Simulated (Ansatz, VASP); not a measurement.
## SiC (Moissanite): VASP beside Ansatz

One calculation is typed for both programs; each brings its own data sets. How far apart do they land? The cell is taken from a series of runs on this material, whose earlier steps may have relaxed, scaled, displaced or heated it; both programs get it as it stands.

Calculated with Ansatz 0.2.0; plane waves, with VASP 6.6.1 beside it; zone-centre phonons at LDA.

### 1. The structure

It takes space group P6_3mc (No. 186, hexagonal). Conventional cell: a = 3.116 Å, b = 3.116 Å, c = 5.116 Å, α = 90.00°, β = 90.00°, γ = 120.00°. Nearest to C lie 4 Si at 1.91 to 1.92 Å. Nearest to Si lie 4 C at 1.91 to 1.92 Å. Farther neighbours are not listed.

Structure file:

```xyz
4
Lattice="3.1159 0.0000 0.0000 -1.5579 2.6984 0.0000 0.0000 0.0000 5.1160" Properties=species:S:1:pos:R:3 pbc="T T T"
C     0.0000    1.7989    1.9464
C     1.5579    0.8995    4.5044
Si    0.0000    1.7989    0.0233
Si    1.5579    0.8995    2.5813
```

### 2. VASP: zone-centre phonons, LDA

Second derivatives magnify differences that forces hide, and they need a tight electronic threshold.

Lines of VASP's logs that name or quote its potential files are left out, and so is its time.

INCAR

```
SYSTEM = SiC
PREC = Accurate
ENCUT = 600
EDIFF = 1E-08
NELM = 120
ISMEAR = 0
SIGMA = 0.01
LREAL = .FALSE.
ALGO = Normal
GGA = CA
NBANDS = 14
LORBIT = 11
LWAVE = .FALSE.
LCHARG = .FALSE.
ISIF = 2
IBRION = 8
LEPSILON = .TRUE.
LASPH = .TRUE.
GGA_COMPAT = .FALSE.
EFERMI = MIDGAP
KPAR = 2
```

POSCAR

```
SiC
1.0
    3.1158601144      0.0000000000      0.0000000000
   -1.5579300572      2.6984140137      0.0000000000
    0.0000000000      0.0000000000      5.1160217984
C Si
2 2
Direct
    0.3333333333      0.6666666667      0.3804483041
    0.6666666667      0.3333333333      0.8804483041
    0.3333333333      0.6666666667      0.0045516959
    0.6666666667      0.3333333333      0.5045516959
```

KPOINTS

```
Automatic mesh
0
Gamma
12 12 6
0 0 0
```

PAW data sets: C and Si (LDA family, release 64).

Launch:

```bash
mpirun -np 2 vasp_std
```

Numbers of over 12 decimals in the logs are rounded to 6 here.

Log:

```text
[banner, memory and clock lines left out]
running    2 mpi-ranks, on    1 nodes
 distrk:  each k-point on    1 cores,    2 groups
 distr:  one band on    1 cores,    1 groups

 POSCAR found type information on POSCAR C Si
 POSCAR found :  2 types and       4 ions
 LDA part: xc-table for (Slater(with rela. corr.)+CA(PZ))
 , standard interpolation
 POSCAR, INCAR and KPOINTS ok, starting setup
 FFT: planning ... GRIDC
 FFT: planning ... GRID_SOFT
 FFT: planning ... GRID
 WAVECAR not read
 entering main loop
       N       E                     dE             d eps       ncg     rms          rms(c)
DAV:   1     0.306359039220E+02    0.30636E+02   -0.78718E+03  2128   0.114E+03
DAV:   2    -0.338477558431E+02   -0.64484E+02   -0.58662E+02  2988   0.179E+02
DAV:   3    -0.370079572499E+02   -0.31602E+01   -0.31397E+01  2956   0.374E+01
DAV:   4    -0.370415529476E+02   -0.33596E-01   -0.33588E-01  2458   0.474E+00
DAV:   5    -0.370420201911E+02   -0.46724E-03   -0.46717E-03  2932   0.525E-01    0.123E+01
DAV:   6    -0.333236724848E+02    0.37183E+01   -0.90864E+00  2734   0.182E+01    0.559E+00
DAV:   7    -0.332349867400E+02    0.88686E-01   -0.10476E+00  2932   0.632E+00    0.233E+00
DAV:   8    -0.331963751016E+02    0.38612E-01   -0.59689E-02  2488   0.159E+00    0.690E-01
DAV:   9    -0.331909709212E+02    0.54042E-02   -0.83679E-03  2584   0.640E-01    0.118E-01
DAV:  10    -0.331910356303E+02   -0.64709E-04   -0.56345E-04  2698   0.162E-01    0.644E-02
DAV:  11    -0.331910385788E+02   -0.29485E-05   -0.25132E-05  2650   0.395E-02    0.157E-02
DAV:  12    -0.331910374064E+02    0.11724E-05   -0.38653E-06  2644   0.125E-02    0.715E-03
DAV:  13    -0.331910370945E+02    0.31196E-06   -0.11385E-06  2872   0.633E-03    0.165E-03
DAV:  14    -0.331910370997E+02   -0.52687E-08   -0.62111E-08  2482   0.195E-03
   1 F= -.33191037E+02 E0= -.33191037E+02  d E =0.000000E+00
 Linear response reoptimize wavefunctions to high precision
DAV:   1    -0.331910371001E+02   -0.32196E-09   -0.17550E-09  2198   0.298E-04
DAV:   2    -0.331910371001E+02   -0.20691E-10   -0.18230E-10  1388   0.113E-04
 Linear response G [H, r] |phi>, progress :
  Direction:   1
       N       E                     dE             d eps       ncg     rms
RMM:   1    -0.700977488510E+02   -0.70098E+02    0.50579E+01  5596   0.638E+01
RMM:   2    -0.514527840705E+02    0.18645E+02   -0.67321E+00  3612   0.185E+01
RMM:   3    -0.515026716956E+02   -0.49888E-01   -0.11959E-01  3870   0.237E+00
RMM:   4    -0.515036327777E+02   -0.96108E-03   -0.40715E-03  4133   0.394E-01
RMM:   5    -0.515036668592E+02   -0.34081E-04   -0.22565E-04  4146   0.775E-02
RMM:   6    -0.515036726143E+02   -0.57552E-05   -0.28579E-05  4275   0.171E-02
RMM:   7    -0.515036719140E+02    0.70029E-06   -0.63066E-06  4205   0.408E-03
RMM:   8    -0.515036717423E+02    0.17174E-06   -0.19879E-05  4198   0.109E-03
RMM:   9    -0.515036716565E+02    0.85830E-07   -0.72105E-07  3666   0.370E-04
RMM:  10    -0.515036717916E+02   -0.13511E-06   -0.33480E-07  2998   0.172E-04
RMM:  11    -0.515036717507E+02    0.40899E-07   -0.35288E-07  2697   0.128E-04
RMM:  12    -0.515036717424E+02    0.82569E-08    0.54350E-06  2608   0.116E-04
RMM:  13    -0.515036717338E+02    0.86041E-08    0.73663E-06  2300   0.114E-04
RMM:  14    -0.515036717307E+02    0.31320E-08    0.18761E-06  2049   0.113E-04
RMM:  15    -0.515036717282E+02    0.24450E-08    0.15041E-06  1861   0.113E-04
 Linear response G [H, r] |phi>, progress :
  Direction:   2
       N       E                     dE             d eps       ncg     rms
RMM:   1    -0.813589594328E+02   -0.81359E+02   -0.12378E+02  5435   0.608E+01
RMM:   2    -0.647743950092E+02    0.16585E+02   -0.52662E+00  3602   0.166E+01
RMM:   3    -0.648189760199E+02   -0.44581E-01   -0.80480E-02  3831   0.201E+00
RMM:   4    -0.648197058876E+02   -0.72987E-03   -0.17549E-03  4049   0.312E-01
RMM:   5    -0.648197656950E+02   -0.59807E-04   -0.36465E-05  4086   0.555E-02
RMM:   6    -0.648197711600E+02   -0.54650E-05   -0.15167E-06  4178   0.108E-02
RMM:   7    -0.648197714951E+02   -0.33510E-06   -0.68109E-06  4125   0.223E-03
RMM:   8    -0.648197715614E+02   -0.66244E-07    0.50843E-07  4093   0.527E-04
RMM:   9    -0.648197715885E+02   -0.27157E-07   -0.17879E-06  3507   0.179E-04
RMM:  10    -0.648197715755E+02    0.13026E-07   -0.36269E-06  2807   0.102E-04
RMM:  11    -0.648197715881E+02   -0.12591E-07   -0.81939E-07  2571   0.924E-05
RMM:  12    -0.648197715853E+02    0.28162E-08   -0.18584E-06  2419   0.917E-05
RMM:  13    -0.648197715868E+02   -0.15905E-08   -0.12067E-06  2164   0.917E-05
RMM:  14    -0.648197715860E+02    0.80593E-09   -0.24071E-06  1992   0.918E-05
 Linear response G [H, r] |phi>, progress :
  Direction:   3
       N       E                     dE             d eps       ncg     rms
RMM:   1    -0.797404720882E+02   -0.79740E+02   -0.65136E+01  5388   0.615E+01
RMM:   2    -0.580391037607E+02    0.21701E+02   -0.60496E+00  3556   0.167E+01
[...]
RMM:   5    -0.801754706491E+00   -0.14454E-06   -0.86297E-08  3750   0.162E-03
RMM:   6    -0.801754717920E+00   -0.11429E-07    0.90816E-09  3145   0.311E-04
RMM:   7    -0.801754718901E+00   -0.98116E-09    0.24965E-09  2477   0.771E-05
 change of polarisation eV/A/(eV/A) component  3 :    -0.201    -0.122     1.604
[...]
RMM:   3    -0.781618719647E+00    0.19994E-01   -0.13048E-02  3558   0.640E-01    0.755E-01
RMM:   4    -0.803809455629E+00   -0.22191E-01   -0.17564E-02  3611   0.735E-01    0.980E-02
RMM:   5    -0.807096758503E+00   -0.32873E-02   -0.44183E-04  3687   0.144E-01    0.170E-02
RMM:   6    -0.807494382948E+00   -0.39762E-03   -0.76350E-06  3947   0.180E-02    0.668E-03
RMM:   7    -0.807564488446E+00   -0.70105E-04   -0.25619E-07  3880   0.340E-03    0.175E-03
RMM:   8    -0.807611278485E+00   -0.46790E-04   -0.55172E-08  3970   0.150E-03    0.176E-04
RMM:   9    -0.807611934972E+00   -0.65649E-06   -0.32690E-09  3861   0.211E-04    0.610E-05
RMM:  10    -0.807611938495E+00   -0.35227E-08   -0.11640E-08  2553   0.528E-05    0.844E-06
 change of polarisation eV/A/(eV/A) component  3 :    -0.199    -0.121     1.526
 dielectric tensor                  component  3 :    -0.835    -0.509     7.419
 Linear response DOF=           4
 Linear response progress:
  Degree of freedom:   1/  4
       N       E                     dE             d eps       ncg     rms          rms(c)
RMM:   1    -0.125850648743E+00   -0.12585E+00    0.59907E-02 26353   0.209E+00
RMM:   2    -0.122445053122E+00    0.34056E-02   -0.39509E-03 19776   0.440E-01    0.195E-01
RMM:   3    -0.122509184732E+00   -0.64132E-04   -0.10191E-03 19709   0.186E-01    0.983E-02
RMM:   4    -0.123501758161E+00   -0.99257E-03   -0.86201E-04 19787   0.156E-01    0.184E-02
RMM:   5    -0.123424768677E+00    0.76989E-04   -0.14896E-05 21547   0.263E-02    0.284E-03
RMM:   6    -0.123455838987E+00   -0.31070E-04   -0.13944E-06 22635   0.503E-03    0.867E-04
RMM:   7    -0.123449640733E+00    0.61983E-05   -0.52974E-07 22845   0.110E-03    0.254E-04
RMM:   8    -0.123451121971E+00   -0.14812E-05   -0.29345E-07 22673   0.296E-04    0.366E-05
RMM:   9    -0.123450984680E+00    0.13729E-06   -0.13590E-07 23117   0.811E-05    0.799E-06
RMM:  10    -0.123451109855E+00   -0.12518E-06   -0.68748E-09 23260   0.287E-05    0.479E-06
RMM:  11    -0.123451056269E+00    0.53587E-07   -0.11816E-08 22679   0.124E-05    0.671E-07
RMM:  12    -0.123451067301E+00   -0.11032E-07    0.22028E-09 21281   0.506E-06    0.365E-07
RMM:  13    -0.123451062904E+00    0.43972E-08    0.44372E-11 16411   0.309E-06    0.777E-08
 first order change of Fermi-energy  -0.47835E+00
 force on displaced ion       1 direction 1 : -17.378   0.000  -0.000
 Born effective charge ion    1 direction 1 :  -2.633  -0.000  -0.000
 Linear response progress:
  Degree of freedom:   2/  4
       N       E                     dE             d eps       ncg     rms          rms(c)
RMM:   1    -0.137555408227E+00   -0.13756E+00    0.78526E-02  5939   0.215E+00
RMM:   2    -0.132601189682E+00    0.49542E-02   -0.41656E-03  4599   0.454E-01    0.208E-01
RMM:   3    -0.132144839038E+00    0.45635E-03   -0.22233E-03  4774   0.225E-01    0.103E-01
RMM:   4    -0.132693425505E+00   -0.54859E-03   -0.49718E-04  4798   0.111E-01    0.362E-02
RMM:   5    -0.132865814643E+00   -0.17239E-03   -0.28055E-05  4776   0.318E-02    0.865E-03
RMM:   6    -0.132887286949E+00   -0.21472E-04   -0.27420E-08  5085   0.624E-03    0.231E-03
RMM:   7    -0.132867893385E+00    0.19394E-04    0.16667E-06  4807   0.274E-03    0.557E-04
RMM:   8    -0.132871449726E+00   -0.35563E-05   -0.38493E-07  5262   0.754E-04    0.163E-04
RMM:   9    -0.132871169916E+00    0.27981E-06   -0.26889E-08  5272   0.191E-04    0.473E-05
RMM:  10    -0.132871005653E+00    0.16426E-06    0.38805E-07  5129   0.747E-05    0.127E-05
RMM:  11    -0.132871059257E+00   -0.53604E-07    0.13402E-07  5357   0.277E-05    0.393E-06
RMM:  12    -0.132871053647E+00    0.56096E-08    0.67512E-08  5193   0.950E-06    0.123E-06
 first order change of Fermi-energy   0.41622E+00
 force on displaced ion       1 direction 3 :   0.000  -0.000 -21.694
 Born effective charge ion    1 direction 3 :   0.000   0.000  -2.824
 Linear response progress:
  Degree of freedom:   3/  4
       N       E                     dE             d eps       ncg     rms          rms(c)
RMM:   1    -0.176589900969E-01   -0.17659E-01    0.53628E-04 30261   0.963E-01
RMM:   2    -0.149227188518E-01    0.27363E-02   -0.75013E-04 20105   0.246E-01    0.125E-01
RMM:   3    -0.148328859496E-01    0.89833E-04    0.17468E-04 21123   0.580E-02    0.720E-02
RMM:   4    -0.148726381911E-01   -0.39752E-04    0.14886E-04 20324   0.521E-02    0.837E-03
RMM:   5    -0.148764814886E-01   -0.38433E-05   -0.20923E-05 21752   0.104E-02    0.162E-03
RMM:   6    -0.148744834716E-01    0.19980E-05   -0.19093E-06 22602   0.135E-03    0.796E-04
RMM:   7    -0.148734102479E-01    0.10732E-05   -0.18816E-06 22792   0.358E-04    0.491E-05
RMM:   8    -0.148733434100E-01    0.66838E-07   -0.28216E-07 22990   0.686E-05    0.193E-05
RMM:   9    -0.148733546481E-01   -0.11238E-07   -0.77820E-08 23147   0.240E-05    0.296E-06
RMM:  10    -0.148733491955E-01    0.54526E-08   -0.20717E-08 23264   0.712E-06    0.123E-06
 first order change of Fermi-energy  -0.84133E+00
 force on displaced ion       3 direction 1 : -17.986  -0.001   0.000
 Born effective charge ion    3 direction 1 :   2.632  -0.000  -0.000
 Linear response progress:
  Degree of freedom:   4/  4
       N       E                     dE             d eps       ncg     rms          rms(c)
RMM:   1    -0.349146697888E-01   -0.34915E-01    0.40318E-02  7478   0.143E+00
RMM:   2    -0.273913647079E-01    0.75233E-02   -0.27564E-03  4606   0.401E-01    0.148E-01
RMM:   3    -0.268869082776E-01    0.50446E-03   -0.10044E-04  4820   0.123E-01    0.781E-02
RMM:   4    -0.267618101860E-01    0.12510E-03   -0.37148E-04  4975   0.666E-02    0.292E-02
RMM:   5    -0.267268311135E-01    0.34979E-04   -0.17388E-04  5049   0.258E-02    0.550E-03
RMM:   6    -0.267200484898E-01    0.67826E-05   -0.33196E-05  4923   0.706E-03    0.166E-03
RMM:   7    -0.267177961694E-01    0.22523E-05   -0.10272E-05  5165   0.194E-03    0.498E-04
RMM:   8    -0.267179990662E-01   -0.20290E-06   -0.43989E-06  5186   0.588E-04    0.206E-04
RMM:   9    -0.267177323331E-01    0.26673E-06   -0.15382E-06  5228   0.240E-04    0.369E-05
RMM:  10    -0.267176634331E-01    0.68900E-07    0.58692E-07  5212   0.739E-05    0.150E-05
RMM:  11    -0.267176714700E-01   -0.80368E-08   -0.42745E-08  5312   0.213E-05    0.378E-06
 first order change of Fermi-energy  -0.41623E+00
 force on displaced ion       3 direction 3 :  -0.000   0.000 -24.744
 Born effective charge ion    3 direction 3 :   0.000  -0.000   2.824
 Born effective charges drift removed
 Linear response finished
```

[end of part 1 of 3]

[Lines on the potential files, build, host, timing and source positions are cut from VASP's logs without a mark.]

[Logs are printed without paths, hosts, clocks, repeated set-up lines and the standing remarks that a program may print on its own settings, such as how far it seeks lower states.]

[Hosts, paths, dates, database ids (printed as entryN), source tags and the programs' standing remarks are cut or masked in the printed files.]
